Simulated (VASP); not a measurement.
VASP ran on this input.

### POSCAR
```
Ge
1.0
  0.0000000000   2.6193793541   2.6193793541
  2.6193793541   0.0000000000   2.6193793541
  2.6193793541   2.6193793541   0.0000000000
Ge
2
Cartesian
  0.0000000000   0.0000000000   0.0000000000
  1.3096896770   1.3096896770   1.3096896770
```

**KPOINTS**
```
Regular mesh
0
Gamma
9 9 9
```

INCAR:
```
# general
SYSTEM   =  Ge
PREC     =  Accurate
ENCUT    =  500
LREAL    =  F
LASPH    =  T

# electronic loop
EDIFF    =  1E-6
NELM     =  100
ALGO     =  Normal
LMAXMIX  =  4
LMIXTAU  =  T

# smearing
ISMEAR   =  0
SIGMA    =  0.05

# functional
METAGGA  =  R2SCAN

# ions
IBRION   =  2
NSW      =  40
ISIF     =  3
EDIFFG   =  -0.02
PSTRESS  =  450

# output
LWAVE    =  F
LCHARG   =  F
```

POTCAR, in this order: Ge_d (PBE.64 set). Program: vasp_std.

Problem. Write an equivalent input for Ansatz.

Solution. One equivalent input (not run):
Ansatz 0.2 input:
```yaml
crystal:
  lattice:
    - [0.0000000, 2.6193794, 2.6193794]
    - [2.6193794, 0.0000000, 2.6193794]
    - [2.6193794, 2.6193794, 0.0000000]
  atoms:
    - { symbol: Ge, position: [0.0000000, 0.0000000, 0.0000000] }
    - { symbol: Ge, position: [0.2500000, 0.2500000, 0.2500000] }
kpoints:
  mp_grid: { grid: [9, 9, 9] }
hamiltonian:
  xc: r2scan
  pseudopotentials: { kind: paw }
scf:
  occupations: { method: gaussian, width: 0.05 }
  max_iter: 100
relax:
  max_steps: 40
  f_tol: 0.02
  cell: { p_target: 45 }
output: { forces: true, stress: true, eigenvalues: true }
```
What does not carry over: each code has its own PAW files, so the cut-off isn't converted (ENCUT is set for VASP's; basis.ecutwfc is left out, and Ansatz then takes the one that its files recommend); Ansatz stops its SCF on the density residual and VASP on the energy change (EDIFF).

The compound is Ge in the diamond structure. This run relaxes it under an external pressure of 45 GPa. Symmetry was kept, so distortions that lower it aren't found.
